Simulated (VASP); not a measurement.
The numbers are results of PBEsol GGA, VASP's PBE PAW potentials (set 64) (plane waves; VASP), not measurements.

VASP ran on this input.

**INCAR**
```
! general
SYSTEM  = AlIn3As4
PREC    = Accurate
ENCUT   = 400
LREAL   = .FALSE.
LASPH   = .TRUE.
SYMPREC = 1E-4

! electronic loop
EDIFF   = 1E-6
NELM    = 100
ALGO    = Normal
LMAXMIX = 4

! smearing
ISMEAR  = 0
SIGMA   = 0.05

! functional
GGA     = PS

! ions
IBRION  = 2
NSW     = 60
ISIF    = 3
EDIFFG  = -0.02

! output
LWAVE   = .FALSE.
LCHARG  = .FALSE.
```

File POSCAR:
```
AlIn3As4
1.0
  0.0033860098   5.9910634745   5.9735158376
  5.9910634745   0.0033860098   5.9735158376
  2.9972247421   2.9972247421   0.0000000000
In As Al
3 4 1
Cart
  5.9944494843   5.9944494843  11.9419364430
  6.0000153219   8.9861083887   8.9616404419
  8.9861083887   6.0000153219   8.9616404419
  1.4986123708   1.4986123708   1.4916528511
  4.4333220755   1.5611274088   4.5419356049
  1.5611274088   4.4333220755   4.5419356049
  4.4958371132   4.4958371132   7.3473544025
  5.9944494842   5.9944494843   5.9735467482
```

**KPOINTS**
```
Regular mesh
0
G
3 3 6
```

POTCAR, in this order: In_d As Al (PBE.64 set). Program: vasp_std.

The run wrote:

### OUTCAR
```
 ion  position               nearest neighbor table
   1  1.000  1.000  0.001-   4 2.59   4 2.59   6 2.62   5 2.62
   2  0.999  0.501  1.000-   4 2.60   5 2.63   5 2.63   7 2.66
   3  0.501  0.999  1.000-   4 2.60   6 2.63   6 2.63   7 2.66
   4  0.125  0.125  0.250-   1 2.59   1 2.59   2 2.60   3 2.60
   5  0.140  0.620  0.240-   8 2.48   1 2.62   2 2.63   2 2.63
   6  0.620  0.140  0.240-   8 2.48   1 2.62   3 2.63   3 2.63
   7  0.615  0.615  0.270-   8 2.53   8 2.53   3 2.66   2 2.66
   8  0.500  0.500  1.000-   5 2.48   6 2.48   7 2.53   7 2.53
  LATTYP: Found a base centered orthorhombic cell.
 ALAT       =     8.4678546777
 B/A-ratio  =     1.4108687655
 C/A-ratio  =     0.5005654963
 Subroutine PRICEL returns:
 Original cell was already a primitive cell.
 Subroutine GETGRP returns: Found  4 space group operations
The static configuration has the point symmetry C_2v.
The dynamic configuration has the point symmetry C_2v.
 Subroutine INISYM returns: Found  4 space group operations
 Subroutine IBZKPT returns following result:
 Found     16 irreducible k-points:

 Following reciprocal coordinates:
            Coordinates               Weight
  0.000000  0.000000  0.000000      1.000000
  0.333333 -0.000000  0.000000      4.000000
  0.333333  0.333333  0.000000      2.000000
 -0.333333  0.333333  0.000000      2.000000
 -0.000000 -0.000000  0.166667      4.000000
  0.333333 -0.000000  0.166667      4.000000
 -0.333333 -0.000000  0.166667      8.000000
 -0.333333 -0.333333  0.166667      2.000000
  0.000000  0.000000  0.333333      4.000000
  0.333333  0.000000  0.333333      8.000000
 -0.333333  0.000000  0.333333      4.000000
  0.333333  0.333333  0.333333      2.000000
  0.000000  0.000000  0.500000      1.000000
  0.333333  0.000000  0.500000      4.000000
  0.333333  0.333333  0.500000      2.000000
 -0.333333  0.333333  0.500000      2.000000
...
```

### OSZICAR
```
       N       E                     dE             d eps       ncg     rms          rms(c)
DAV:   1     0.499486085940E+03    0.49949E+03   -0.23199E+04  1184   0.144E+03
DAV:   2     0.285178481137E+02   -0.47097E+03   -0.45781E+03  1214   0.385E+02
DAV:   3    -0.334811791666E+02   -0.61999E+02   -0.60498E+02  1505   0.160E+02
DAV:   4    -0.364207415140E+02   -0.29396E+01   -0.29288E+01  1451   0.353E+01
DAV:   5    -0.365430005144E+02   -0.12226E+00   -0.12223E+00  1819   0.687E+00    0.853E+00
DAV:   6    -0.354782887848E+02    0.10647E+01   -0.21624E+00  1596   0.173E+01    0.465E+00
DAV:   7    -0.353587783686E+02    0.11951E+00   -0.10442E+00  1811   0.554E+00    0.130E+00
DAV:   8    -0.353478631486E+02    0.10915E-01   -0.11318E-01  1770   0.334E+00    0.738E-01
DAV:   9    -0.353478341609E+02    0.28988E-04   -0.10516E-02  1828   0.123E+00    0.252E-01
DAV:  10    -0.353480813844E+02   -0.24722E-03   -0.12097E-03  1656   0.348E-01    0.118E-01
DAV:  11    -0.353482196157E+02   -0.13823E-03   -0.39599E-04  1731   0.129E-01    0.648E-02
DAV:  12    -0.353482129052E+02    0.67106E-05   -0.62134E-05  1767   0.596E-02    0.165E-02
DAV:  13    -0.353482151176E+02   -0.22124E-05   -0.65270E-06  1174   0.167E-02    0.402E-03
DAV:  14    -0.353482145174E+02    0.60016E-06   -0.18807E-06   989   0.755E-03
   1 F= -.35348215E+02 E0= -.35347891E+02  d E =-.353482E+02
       N       E                     dE             d eps       ncg     rms          rms(c)
DAV:   1    -0.353489350203E+02   -0.71990E-03   -0.13481E-01  1676   0.190E+00    0.172E-01
DAV:   2    -0.353489229064E+02    0.12114E-04   -0.47700E-03  1803   0.577E-01    0.799E-02
DAV:   3    -0.353488005648E+02    0.12234E-03   -0.32802E-04  1865   0.177E-01    0.431E-02
DAV:   4    -0.353487734216E+02    0.27143E-04   -0.68490E-05  1706   0.792E-02    0.164E-02
DAV:   5    -0.353487737545E+02   -0.33284E-06   -0.17017E-05  1606   0.364E-02    0.771E-03
DAV:   6    -0.353487740418E+02   -0.28733E-06   -0.14120E-06   820   0.137E-02
   2 F= -.35348774E+02 E0= -.35348441E+02  d E =-.559524E-03
       N       E                     dE             d eps       ncg     rms          rms(c)
DAV:   1    -0.353490231157E+02   -0.24936E-03   -0.92014E-02  1658   0.158E+00    0.143E-01
DAV:   2    -0.353490173801E+02    0.57356E-05   -0.32832E-03  1795   0.476E-01    0.658E-02
DAV:   3    -0.353489338444E+02    0.83536E-04   -0.22920E-04  1863   0.147E-01    0.359E-02
DAV:   4    -0.353489155428E+02    0.18302E-04   -0.46125E-05  1712   0.640E-02    0.138E-02
DAV:   5    -0.353489157877E+02   -0.24484E-06   -0.11073E-05  1585   0.283E-02    0.644E-03
DAV:   6    -0.353489160186E+02   -0.23091E-06   -0.95035E-07   730   0.108E-02
   3 F= -.35348916E+02 E0= -.35348574E+02  d E =-.701501E-03
       N       E                     dE             d eps       ncg     rms          rms(c)
DAV:   1    -0.353493733762E+02   -0.45759E-03   -0.74803E-02  1784   0.160E+00    0.140E-01
DAV:   2    -0.353491586045E+02    0.21477E-03   -0.18673E-03  1734   0.497E-01    0.611E-02
DAV:   3    -0.353490587759E+02    0.99829E-04   -0.23949E-04  1795   0.167E-01    0.258E-02
DAV:   4    -0.353490490325E+02    0.97434E-05   -0.43123E-05  1658   0.532E-02    0.148E-02
DAV:   5    -0.353490467718E+02    0.22607E-05   -0.38722E-06  1221   0.192E-02    0.439E-03
DAV:   6    -0.353490466858E+02    0.86075E-07   -0.11789E-06   738   0.985E-03
   4 F= -.35349047E+02 E0= -.35348664E+02  d E =-.130667E-03
```

File OUTCAR:
```
------------------------ aborting loop because EDIFF is reached ----------------------------------------
  FORCE on cell =-STRESS in cart. coord.  units (eV):
  Direction    XX          YY          ZZ          XY          YZ          ZX
  --------------------------------------------------------------------------------------
  Total       -0.0153814     -0.0153814      0.0097407     -0.0321631      0.0000000      0.0000000
  in kB       -0.1150027     -0.1150027      0.0728284     -0.2404751      0.0000000      0.0000000
  external PRESSURE =      -0.0523923 kB  Pullay stress =       0.0000000 kB
  volume of cell :      214.29
      direct lattice vectors                 reciprocal lattice vectors
    -0.000096758  5.984488894  5.983350334    -0.083547973  0.083547973  0.083565222
     5.984488894 -0.000096758  5.983350334     0.083547973 -0.083547973  0.083565222
     2.992196068  2.992196068  0.000000000     0.167101349  0.167101349 -0.167130444
 POSITION                                       TOTAL-FORCE (eV/Angst)
 -----------------------------------------------------------------------------------
      5.98439      5.98439     11.95543         0.000000      0.000000      0.009130
      5.99291      8.96807      8.97627        -0.006083      0.006083      0.000046
      8.96807      5.99291      8.97627         0.006083     -0.006083      0.000046
      1.49610      1.49610      1.49598         0.000000      0.000000      0.001907
      4.42591      1.55848      4.55008        -0.003471      0.003471     -0.004169
      1.55848      4.42591      4.55008         0.003471     -0.003471     -0.004169
      4.48829      4.48829      7.35871        -0.000000     -0.000000     -0.003001
      5.98439      5.98439      5.98732         0.000000      0.000000      0.000209
 -----------------------------------------------------------------------------------
    total drift:                                0.000001      0.000001      0.000547
  FREE ENERGIE OF THE ION-ELECTRON SYSTEM (eV)
  ---------------------------------------------------
  free  energy   TOTEN  =       -35.3490466858 eV

  energy  without entropy=      -35.3482814436  energy(sigma->0) =      -35.34866406

 reached required accuracy - stopping structural energy minimisation
```
(Selected blocks of OUTCAR.)

### CONTCAR
```
AlIn3As4
   1.00000000000000
    -0.0000967575030565    5.9844888938351692    5.9833503343421492
     5.9844888938351692   -0.0000967575030565    5.9833503343421492
     2.9921960681160584    2.9921960681160584    0.0000000000000825
  In              As              Al
     3     4     1
Direct
     0.9990583832829667    0.9990583832829667    0.0018832334340595
     0.9986721050916513    0.5015361141003515    0.9997917808079901
     0.5015361141003515    0.9986721050916513    0.9997917808079901
     0.1250122672748067    0.1250122672748067    0.2499754653503920
     0.1406607529652634    0.6197965040372534    0.2395427429974833
     0.6197965040372534    0.1406607529652634    0.2395427429974833
     0.6149321700688526    0.6149321700688526    0.2701356598622878
     0.5003317031788475    0.5003317031788475    0.9993365936423121
```

### OUTCAR
```
 val. band max:        4.1832961336   @ k =   0.0000   0.0000   0.0000

 cond. band min:       4.2396146544   @ k =   0.0000   0.0000   0.0000


 Fermi energy:         4.2115146941

 k-point     1 :       0.0000    0.0000    0.0000
  band No.  band energies     occupation
      1     -10.2696      2.00000
      2     -10.1717      2.00000
      3     -10.1592      2.00000
      4     -10.0862      2.00000
      5     -10.0844      2.00000
      6     -10.0690      2.00000
      7     -10.0657      2.00000
      8     -10.0284      2.00000
      9     -10.0274      2.00000
     10     -10.0037      2.00000
     11      -9.9773      2.00000
     12      -9.9768      2.00000
     13      -9.9673      2.00000
     14      -9.9507      2.00000
     15      -9.9228      2.00000
     16      -7.6755      2.00000
     17      -6.2801      2.00000
     18      -6.2255      2.00000
     19      -5.6911      2.00000
     20      -1.6335      2.00000
     21      -1.6200      2.00000
     22      -1.4981      2.00000
     23       1.7934      2.00000
     24       1.8276      2.00000
     25       2.9889      2.00000
     26       3.0723      2.00000
     27       3.1898      2.00000
     28       3.3482      2.00000
     29       4.0805      1.99979
     30       4.1008      1.99826
     31       4.1833      1.57521
     32       4.2396      0.42674
     33       5.1657      0.00000
     34       5.2897      0.00000
     35       5.6406      0.00000
     36       6.1193      0.00000
     37       8.0009      0.00000

 k-point     2 :       0.3333   -0.0000    0.0000
  band No.  band energies     occupation
      1     -10.2533      2.00000
      2     -10.1757      2.00000
      3     -10.1504      2.00000
      4     -10.1012      2.00000
      5     -10.0784      2.00000
      6     -10.0689      2.00000
      7     -10.0641      2.00000
      8     -10.0337      2.00000
      9     -10.0292      2.00000
     10      -9.9965      2.00000
     11      -9.9822      2.00000
...
```

Unless said otherwise, spin-orbit coupling is left out, though it shifts the bands of the heavy elements here.

The structure was generated: AlIn3As4 was put into an ordered model structure (Amm2), which need not be its known phase. This run relaxes it. Symmetry was kept, so distortions that lower it aren't found. The start is the result of an earlier pass.
